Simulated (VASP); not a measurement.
A convergence study with VASP on MgTe (zinc blende): one setting is varied, all else stays as given below, so the limit is that of these other settings. Each run relaxes cell and ions from the cell shown.

```
MgTe
1.0
    0.00000     3.21000     3.21000
    3.21000     0.00000     3.21000
    3.21000     3.21000     0.00000
Mg Te
1 1
Direct
  0.00000   0.00000   0.00000
  0.25000   0.25000   0.25000
```

Method: PBE GGA, VASP's PBE PAW potentials (set 64) (plane waves; VASP). The tightest run used: 550 eV cut-off, 11×11×11 Γ-centred mesh, Gaussian smearing of 0.050 eV, potentials Mg Te.

Unless said otherwise, spin-orbit coupling is left out, though it shifts the bands of the heavy elements here. Gaps are read on the run's mesh, which can miss a band edge.

Task: The settings run are 2×2×2 mesh; 3×3×3 mesh; 4×4×4 mesh; 5×5×5 mesh; 7×7×7 mesh; 8×8×8 mesh; 9×9×9 mesh; 10×10×10 mesh; 11×11×11 mesh. From which on does the relaxed volume stay within 0.05 Å³/atom of the tightest run?

Result: From 5×5×5 mesh on: it is off by 0.028 there and by no more than 0.05 in any finer run, while 4×4×4 mesh is off by 0.117.
| setting | relaxed volume (Å³/atom) | E (eV/atom) | gap on the mesh (eV) | irreducible k-points | difference judged (Å³/atom) |
|---|---|---|---|---|---|
| 2×2×2 mesh | 37.127 | -2.7819 | 1.921 | 3 | 2.677 |
| 3×3×3 mesh | 34.967 | -3.1327 | 2.237 | 4 | 0.518 |
| 4×4×4 mesh | 34.567 | -3.1882 | 2.302 | 8 | 0.117 |
| 5×5×5 mesh | 34.478 | -3.1988 | 2.317 | 10 | 0.028 |
| 7×7×7 mesh | 34.451 | -3.2018 | 2.321 | 20 | 0.002 |
| 8×8×8 mesh | 34.450 | -3.2019 | 2.322 | 29 | 0.001 |
| 9×9×9 mesh | 34.450 | -3.2020 | 2.322 | 35 | 0.000 |
| 10×10×10 mesh | 34.450 | -3.2020 | 2.322 | 47 | 0.000 |
| 11×11×11 mesh | 34.450 | -3.2020 | 2.322 | 56 | 0.000 |

Left out are rungs that failed or repeat a setting and relaxations that didn't move; long series are thinned to 24 rows.

The compound is MgTe in the zinc blende structure, whereas wurtzite is the usual form.
